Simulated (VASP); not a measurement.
Al4B3P, 16 atoms in the cell. The typed cell holds 16 atoms: a = 3.052 Å, b = 3.024 Å, c = 23.246 Å, α = 90.95°, β = 89.92°, γ = 120.47°. The cell was built by a generator and needn't be a form met in nature.

* Program: VASP 6.6.1
* Task: relaxation of cell and atoms
* Functional: PBE
* Potentials or basis: VASP PAW PBE potentials, release 64 (Al, B, P)
* Cutoff: 520 eV
* k mesh: 8 × 8 × 1
* Occupations: gaussian, width 0.15 eV
* Spin: no spin polarisation
* Further INCAR settings: PREC = Normal; LREAL = Auto; ALGO = Fast; EDIFF = 1e-05; ISYM = 0; IBRION = 2; EDIFFG = -0.03; NSW = 110; ISIF = 3

Potentials or basis: VASP PAW PBE potentials, release 64 (Al, B, P).

Run with:

```bash
$ cat potpaw_PBE.64/Al/POTCAR potpaw_PBE.64/B/POTCAR potpaw_PBE.64/P/POTCAR > POTCAR
$ mpirun -np 2 vasp_std > vasp.out
```

Hardware: 2 MPI ranks on Intel(R) Xeon(R) 6975P-C (Granite Rapids), with other jobs on the host.

Question: Estimate the wall time of this run.

Answer: It took 16 min on 2 MPI ranks on Intel(R) Xeon(R) 6975P-C (Granite Rapids), with other jobs on the host, peak memory 0.29 GiB a rank. Counts: scf iterations 344, k points 34, ion steps 49.
